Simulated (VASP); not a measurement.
# Y3Ga (Pm-3m) in VASP: single point with LDA

Aim: the single point of Y3Ga with LDA.

All numbers are computed with VASP 6.6.1; they aren't measurements. Logs are shortened: lines on timing, memory, paths and dates and some standing lists are left out, and cuts for length are marked.

### Step 1. The structure

The structure is cubic, space group Pm-3m (No. 221). Conventional cell: a = 4.757 Å, b = 4.757 Å, c = 4.757 Å, α = 90.00°, β = 90.00°, γ = 90.00°. Around Y (site symmetry 4/mmm) lie 8 Y at 3.36 Å and 4 Ga at 3.36 Å. Ga (site symmetry m-3m) has 12 Y at 3.36 Å as nearest neighbours.

The cell comes from a database or a generator and needn't be the stable form of this composition.

### Step 2. Single point, LDA

INCAR

```
PREC = Accurate
ENCUT = 520
EDIFF = 1E-6
ISMEAR = 0
SIGMA = 0.1
LREAL = F
LASPH = T
NELM = 100
ALGO = Fast
ISIF = 2
LWAVE = F
LCHARG = F
NBANDS = 31
```

KPOINTS

```
regular mesh
0
Gamma
  5 5 5
```

POSCAR

```
Y3Ga
1.0
    4.7570770000      0.0000000000      0.0000000000
    0.0000000000      4.7570770000      0.0000000000
    0.0000000000      0.0000000000      4.7570770000
Y Ga
3 1
Direct
    0.5000000000      0.0000000000      0.5000000000
    0.5000000000      0.5000000000      0.0000000000
    0.0000000000      0.5000000000      0.5000000000
    0.0000000000      0.0000000000      0.0000000000
```

Potentials or basis: VASP PAW LDA potentials, release 64 (Y_sv, Ga_d).

The run is started by

```bash
> cat potpaw_LDA.64/Y_sv/POTCAR potpaw_LDA.64/Ga_d/POTCAR > POTCAR
> mpirun -np 1 vasp_std > vasp.out
```

OUTCAR:

```text
PREC = Accurate
   ENCUT = 520
   EDIFF = 1E-6
   ISMEAR = 0
   LREAL = F
   LASPH = T
   NELM = 100
   ISIF = 2

 ion  position               nearest neighbor table
   1  0.500  0.000  0.500-   2 3.36   3 3.36   4 3.36   2 3.36   4 3.36   2 3.36   3 3.36   2 3.36
                             3 3.36   4 3.36   4 3.36   3 3.36
   2  0.500  0.500  0.000-   1 3.36   3 3.36   4 3.36   1 3.36   3 3.36   1 3.36   4 3.36   1 3.36
                             3 3.36   4 3.36   3 3.36   4 3.36
   3  0.000  0.500  0.500-   1 3.36   2 3.36   4 3.36   2 3.36   4 3.36   1 3.36   4 3.36   4 3.36
                             1 3.36   2 3.36   2 3.36   1 3.36
   4  0.000  0.000  0.000-   1 3.36   2 3.36   3 3.36   1 3.36   3 3.36   2 3.36   3 3.36   3 3.36
                             1 3.36   2 3.36   1 3.36   2 3.36

  LATTYP: Found a simple cubic cell.
 ALAT       =     4.7570770000

  Lattice vectors:

 A1 = (   4.7570770000,   0.0000000000,   0.0000000000)
 A2 = (   0.0000000000,   4.7570770000,   0.0000000000)
 A3 = (   0.0000000000,   0.0000000000,   4.7570770000)

Analysis of symmetry for initial positions (statically):
=====================================================================
 Subroutine PRICEL returns:
 Original cell was already a primitive cell.

 Routine SETGRP: Setting up the symmetry group for a
 simple cubic supercell.

 Subroutine GETGRP returns: Found 48 space group operations
 (whereof 48 operations were pure point group operations)
 out of a pool of 48 trial point group operations.

The static configuration has the point symmetry O_h .

Analysis of symmetry for dynamics (positions and initial velocities):
=====================================================================
 Subroutine PRICEL returns:
 Original cell was already a primitive cell.

 Routine SETGRP: Setting up the symmetry group for a
 simple cubic supercell.

 Subroutine GETGRP returns: Found 48 space group operations
 (whereof 48 operations were pure point group operations)
 out of a pool of 48 trial point group operations.

The dynamic configuration has the point symmetry O_h .

 Subroutine INISYM returns: Found 48 space group operations
 (whereof 48 operations are pure point group operations),
 and found     1 'primitive' translations

----------------------------------------------------------------------------------------

                                     Primitive cell

  volume of cell :     107.6516

  direct lattice vectors                    reciprocal lattice vectors
[... 78 lines left out ...]
   EDIFFG = 0.1E-04   stopping-criterion for IOM
   NSW    =      0    number of steps for IOM
   IBRION =     -1    ionic relax: 0-MD 1-quasi-New 2-CG
   NFREE  =      0    steps in history (QN), initial steepest desc. (CG)
   ISIF   =      2    stress and relaxation
   ISYM   =      2    0-nonsym 1-usesym 2-fastsym
   POTIM  = 0.5000    time-step for ionic-motion
   TEBEG  =    0.0;   TEEND  =   0.0 temperature during run
   PSTRESS=    0.0 pullay stress
   NELECT =      46.0000    total number of electrons
   NUPDOWN=      -1.0000    fix difference up-down
   EMIN   =  10.00;   EMAX   =-10.00  energy-range for DOS
   EFERMI =   0.00;   METHOD = LEGACY
   ISMEAR =     0;   SIGMA  =   0.10  broadening in eV -4-tet -1-fermi 0-gaus
   EFERMI_NEDOS =   21; number of points for ismear=-14 and -15
   IALGO  =     68    algorithm
   IMIX   =      4    mixing-type and parameters
     AMIX     =   0.40;   BMIX     =  1.00
     AMIX_MAG =   1.60;   BMIX_MAG =  1.00
  volume/ion in A,a.u.               =      26.91       181.62
  Fermi-wavevector in a.u.,A,eV,Ry     =   1.233069  2.330162 20.687091  1.520458
  Thomas-Fermi vector in A             =   2.367814
   LORBIT       =      0    0 simple, 1 ext, 2 COOP (PROOUT), +10 PAW based schemes
   GGA     = CA    functional components
   LHFCALC =     F    Hartree Fock is set to
   AEXX    =    0.0000 exact exchange contribution
   IVDW    =     0    specifies the selected vdW correction
   LEPSILON=     F    determine dielectric tensor
   LRPA    =     F    only Hartree local field effects (RPA)
 non-spin polarized calculation
 RMM-DIIS sequential band-by-band and
 Gauss-broadening in eV      SIGMA  =   0.10
  energy-cutoff  :      520.00
  volume of cell :      107.65
 maximum number of plane-waves:      2945
 NGX is ok and might be reduce to    36
   NGX = 17   NGY = 17   NGZ = 17

 number of electron      45.9999998 magnetization

 Free energy of the ion-electron system (eV)
  ---------------------------------------------------
  ext. energy  EPLUGINS =         0.00000000
  ---------------------------------------------------
  free energy    TOTEN  =       -25.43937476 eV

  energy without entropy =      -25.40129999  energy(sigma->0) =      -25.42033737

 E-fermi :   3.6747     XC(G=0): -10.2739

 val. band max:        3.6746479815   @ k =   0.4000   0.2000   0.2000
 cond. band min:       3.6995834690   @ k =   0.4000   0.2000   0.0000
 fundamental gap:      0.0249354875
 Fermi energy:         3.6746745532

 k-point     1 :       0.0000    0.0000    0.0000
  band No.  band energies     occupation
      1     -38.7497      2.00000
      2     -38.6043      2.00000
      3     -38.6043      2.00000
      4     -19.1760      2.00000
      5     -19.1760      2.00000
      6     -19.1760      2.00000
[... 329 lines left out ...]
     30       6.6103      0.00000
     31       6.6141      0.00000

------------------------ aborting loop because EDIFF is reached ----------------------------------------

  FORCE on cell =-STRESS in cart. coord.  units (eV):
  Direction    XX          YY          ZZ          XY          YZ          ZX
  --------------------------------------------------------------------------------------
  -------------------------------------------------------------------------------------
  Total       -3.3308964     -3.3308964     -3.3308964      0.0000000      0.0000000     -0.0000000
  in kB      -49.5736808    -49.5736808    -49.5736808      0.0000000      0.0000000     -0.0000000
  external PRESSURE =     -49.5736808 kB  Pullay stress =       0.0000000 kB

 VOLUME and BASIS-vectors are now :
 -----------------------------------------------------------------------------
  energy-cutoff  :      520.00
  volume of cell :      107.65
      direct lattice vectors                 reciprocal lattice vectors
     4.757077000  0.000000000  0.000000000     0.210213120  0.000000000  0.000000000
     0.000000000  4.757077000  0.000000000     0.000000000  0.210213120  0.000000000
     0.000000000  0.000000000  4.757077000     0.000000000  0.000000000  0.210213120

 POSITION                                       TOTAL-FORCE (eV/Angst)
 -----------------------------------------------------------------------------------
      2.37854      0.00000      2.37854         0.000000      0.000000      0.000000
      2.37854      2.37854      0.00000         0.000000      0.000000      0.000000
      0.00000      2.37854      2.37854         0.000000      0.000000      0.000000
      0.00000      0.00000      0.00000         0.000000      0.000000      0.000000
 -----------------------------------------------------------------------------------
    total drift:                                0.000000      0.000000      0.000000

  FREE ENERGIE OF THE ION-ELECTRON SYSTEM (eV)
  ---------------------------------------------------
  free  energy   TOTEN  =       -25.4393747584 eV

  energy  without entropy=      -25.4012999852  energy(sigma->0) =      -25.42033737
```

OSZICAR:

```text
N       E                     dE             d eps       ncg     rms          rms(c)
DAV:   1     0.342174943814E+03    0.34217E+03   -0.22465E+04   667   0.176E+03
DAV:   2     0.137173591298E+02   -0.32846E+03   -0.31754E+03   648   0.462E+02
DAV:   3    -0.220735657170E+02   -0.35791E+02   -0.34168E+02   903   0.109E+02
[... 21 lines left out ...]
RMM:  25    -0.254393702164E+02   -0.23940E-05   -0.24722E-05   729   0.141E-02    0.331E-03
RMM:  26    -0.254393721044E+02   -0.18880E-05   -0.20567E-05   677   0.113E-02    0.283E-03
RMM:  27    -0.254393731807E+02   -0.10763E-05   -0.11717E-05   629   0.957E-03    0.461E-03
RMM:  28    -0.254393741422E+02   -0.96143E-06   -0.10130E-05   636   0.835E-03    0.684E-03
RMM:  29    -0.254393747584E+02   -0.61626E-06   -0.67049E-06   556   0.732E-03
   1 F= -.25439375E+02 E0= -.25420337E+02  d E =-.380748E-01
```

stdout:

```text
POSCAR found type information on POSCAR Y Ga
 POSCAR found :  2 types and       4 ions
 scaLAPACK will be used
 LDA part: xc-table for (Slater(with rela. corr.)+CA(PZ))
 , standard interpolation
 POSCAR, INCAR and KPOINTS ok, starting setup
 FFT: planning ... GRIDC
 FFT: planning ... GRID_SOFT
 FFT: planning ... GRID
 WAVECAR not read
 entering main loop
WARNING in EDDRMM: call to ZHEGV failed, returncode =   8  4     27
```

Run time: 78 s. Hardware: 1 thread of AMD EPYC 7R13 (Zen 3), shared host; peak memory 0.16 GiB.

Results:

```
Free energy            : -25.4394 eV
Pressure               : -5.0 GPa
Band gap on the k mesh : none (metal or under the smearing width)
```
